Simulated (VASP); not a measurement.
Computed with PBE GGA, VASP's PBE PAW potentials (set 64) (plane waves; VASP).

Input for VASP

**POSCAR**
```
BaHfO3
1
    4.1589323311     0.0000000000     0.0000000000
    0.0000000000     4.1589323311     0.0000000000
    0.0000000000     0.0000000000     4.1589323311
Ba Hf O
1 1 3
Direct
  0.0000000000   0.0000000000   0.0000000000
  0.5000000000   0.5000000000   0.5000000000
  0.5000000000   0.0000000000   0.5000000000
  0.0000000000   0.5000000000   0.5000000000
  0.5000000000   0.5000000000   0.0000000000
```

### KPOINTS
```
Automatic mesh
0
Gamma
5 5 5
0 0 0
```

### INCAR
```
SYSTEM = BaHfO3
PREC = Accurate
ENCUT = 620
EDIFF = 1E-6
NELM = 100
ALGO = Normal
LREAL = .FALSE.
LASPH = .TRUE.
ISMEAR = 0
SIGMA = 0.05
GGA = PE
LMAXMIX = 6
LWAVE = .FALSE.
LCHARG = .FALSE.
IBRION = 2
ISIF = 3
NSW = 40
EDIFFG = -0.02
PSTRESS = 100
```

POTCAR, in this order: Ba_sv Hf_pv O (PBE.64 set). Program: vasp_std.

**Question.** What will the output report for the number of irreducible k-points (NKPTS), largest plane-wave count, number of space-group operations, FFT grid (NGX, NGY, NGZ)?

**Answer.** 
```json
{
 "number of irreducible k-points (NKPTS)": "10",
 "largest_plane_wave_count": "2542",
 "number_of_space_group_operations": "48",
 "FFT grid (NGX, NGY, NGZ)": "36 × 36 × 36"
}
```

The compound is BaHfO3 in the cubic perovskite structure. This run relaxes it under an external pressure of 10 GPa. Symmetry was kept, so distortions that lower it aren't found.
